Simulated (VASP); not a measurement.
Si2Sb2Te:

```
Si Sb Te
1.0
    -2.25361    3.12110    4.82888
     2.25361   -3.12110    4.82888
     2.25361    3.12110   -4.82888
Si Sb Te
2 2 1
Direct
  0.28959 0.50000 0.78959
  0.71041 0.50000 0.21041
  0.71025 0.21025 0.50000
  0.28975 0.78975 0.50000
  0.00000 0.00000 0.00000
```

The cell was built by a generator and needn't be a form met in nature.

| Quantity | Value |
| --- | --- |
| Program | VASP 6.6.1 |
| Task | relaxation of cell and atoms |
| Functional | PBE |
| Potentials or basis | VASP PAW PBE potentials, release 64 (Si, Sb, Te) |
| Cutoff | 520 eV |
| k mesh | 4 × 4 × 4 |
| Occupations | gaussian, width 0.15 eV |
| Spin | no spin polarisation |

At the start: pressure -5.6 GPa; volume 27.17 Å³/atom.

How do energy, volume and symmetry change on relaxing?

Over 15 steps the energy falls by 186.4 meV/atom and the volume is 24.00 Å³/atom (-11.7 %); space group Immm (No. 71, to 0.05 Å).

Step by step:
```
step  energy change (eV)  largest force (eV/Å)  pressure (GPa)  volume (Å³)
   1              0.0000                0.6753           -5.64       135.86
   2             -0.3913                0.4493            0.59       117.89
   3             -0.3914                0.4580            0.49       118.15
   4             -0.4271                0.1362            0.36       118.25
   5             -0.4490                0.5668            0.35       118.34
   6             -0.4761                0.6357            0.04       118.71
   7             -0.6068                0.6660           -0.82       119.68
   8             -0.7895                0.2967           -1.62       120.95
   9             -0.8282                0.2564           -1.59       121.21
  10             -0.8816                0.2669           -1.11       121.20
  11             -0.8674                0.0742            0.83       118.79
  12             -0.8990                0.1796           -0.39       120.22
  13             -0.9254                0.1832            0.20       119.24
  14             -0.9273                0.1972            0.42       118.91
  15             -0.9322                0.0719           -0.06       119.98
```

Final structure:
```
Si Sb Te
1.0
    -2.60457    3.16028    3.64416
     2.60457   -3.16028    3.64416
     2.60457    3.16028   -3.64416
Si Sb Te
2 2 1
Direct
  0.30865 0.50000 0.80865
  0.69135 0.50000 0.19135
  0.72687 0.22687 0.50000
  0.27313 0.77313 0.50000
  0.00000 0.00000 0.00000
```

Caveat: the k mesh is coarse (spacing up to 0.43 Å⁻¹), so the values aren't converged.
